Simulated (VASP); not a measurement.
# Cd2CuO3: relaxation of cell and atoms with PBE

Crystal: Cd2CuO3.

```
Cd Cu O
1.0
     3.53967    0.00000    0.00000
     0.00000    3.53967    0.00000
     0.00000    0.00000    7.43388
Cd Cu O
2 1 3
Direct
  0.00000 0.00000 0.80708
  0.00000 0.00000 0.19292
  0.00000 0.00000 0.50000
  0.50000 0.50000 0.00000
  0.50000 0.00000 0.50000
  0.00000 0.50000 0.50000
```

The cell was built by a generator and needn't be a form met in nature.

| Item | Value |
| --- | --- |
| Program | VASP 6.6.1 |
| Task | relaxation of cell and atoms |
| Functional | PBE |
| Potentials or basis | VASP PAW PBE potentials, release 64 (Cd, Cu, O) |
| Cutoff | 520 eV |
| k mesh | 4 × 4 × 2 |
| Occupations | gaussian, width 0.15 eV |
| Spin | no spin polarisation |
| Further INCAR settings | PREC = Normal; ALGO = Fast; EDIFF = 0.0001; IBRION = 2; EDIFFG = -0.08; NSW = 24; ISIF = 3 |

The relaxed volume is 16.45 Å³/atom. The relaxed cell is a = 3.574 Å, b = 3.574 Å, c = 7.725 Å, α = 90.00°, β = 90.00°, γ = 90.00°, the space group after relaxing (to 0.05 Å) is P4/mmm (No. 123) and the energy gained by relaxing is 91.0 meV/atom. The ionic steps are 5, the pressure after relaxing is -0.7 GPa and the largest force after relaxing is 0.024 eV/Å. The band gap on the k mesh is none (metal or under the smearing width).

Forces on the atoms (eV/Å):
```
Cd   0.000  0.000  0.024
Cd   0.000  0.000 -0.024
Cu   0.000  0.000  0.000
O    0.000  0.000  0.000
O    0.000  0.000  0.000
O    0.000  0.000  0.000
```

The path:
```
step  energy change (eV)  largest force (eV/Å)  pressure (GPa)  volume (Å³)
   1              0.0000                2.8116            5.05        93.14
   2             -0.5266                0.4068           -0.93        99.85
   3             -0.5277                0.3105           -1.78       100.20
   4             -0.5275                0.3754           -0.94       100.05
   5             -0.5457                0.0240           -0.67        98.67
```

Final structure:
```cif
data_structure
_symmetry_space_group_name_H-M 'P 1'
_symmetry_Int_Tables_number 1
_cell_length_a 3.5739
_cell_length_b 3.5739
_cell_length_c 7.7249
_cell_angle_alpha 90.000
_cell_angle_beta 90.000
_cell_angle_gamma 90.000
_cell_volume 98.67
loop_
_atom_site_label
_atom_site_type_symbol
_atom_site_fract_x
_atom_site_fract_y
_atom_site_fract_z
_atom_site_occupancy
Cd1 Cd 0.00000 0.00000 0.82829 1
Cd2 Cd 0.00000 0.00000 0.17171 1
Cu1 Cu 0.00000 0.00000 0.50000 1
O1 O 0.50000 0.50000 0.00000 1
O2 O 0.50000 0.00000 0.50000 1
O3 O 0.00000 0.50000 0.50000 1
```

Levels at points of the mesh, in eV from the Fermi level:
```csv
k point,band 23,band 24,band 25,band 26,band 27,band 28,band 29,band 30
"(0.00, 0.00, 0.00)",-2.11,-1.59,-1.59,-1.29,-0.57,-0.57,1.53,2.63
"(0.50, 0.00, 0.00)",-1.87,-1.29,-0.51,-0.35,-0.09,0.99,1.48,2.00
"(0.50, 0.50, 0.00)",-0.81,-0.51,-0.51,-0.31,0.53,1.01,3.33,4.49
"(0.00, 0.00, 0.50)",-2.13,-1.59,-1.59,-1.29,-0.57,-0.57,0.70,3.90
"(0.50, 0.00, 0.50)",-1.74,-1.29,-0.65,-0.59,-0.09,1.24,1.73,2.52
"(0.50, 0.50, 0.50)",-0.80,-0.78,-0.46,-0.46,0.53,3.29,3.33,3.47
```

Wall time 95 s on 1 thread of AMD EPYC 7R43 64-Core Processor (Zen 3), with other jobs on the host, peak memory 0.13 GiB.

Caveat: the k mesh is coarse (spacing up to 0.44 Å⁻¹), so the values aren't converged; an odd number of electrons without spin polarisation forces a metal; a magnetic or distorted state may lie lower; the run has no spin polarisation, though such a crystal can be magnetic; semilocal functionals often make such compounds metallic where correlation or magnetic order opens a gap, which also shifts bond lengths; the relaxation stopped at a loose force limit of 0.08 eV/Å, so its end isn't a converged minimum. With open d or f shells a metallic result of PBE can be an artefact of self-interaction; +U or a hybrid may open a gap.
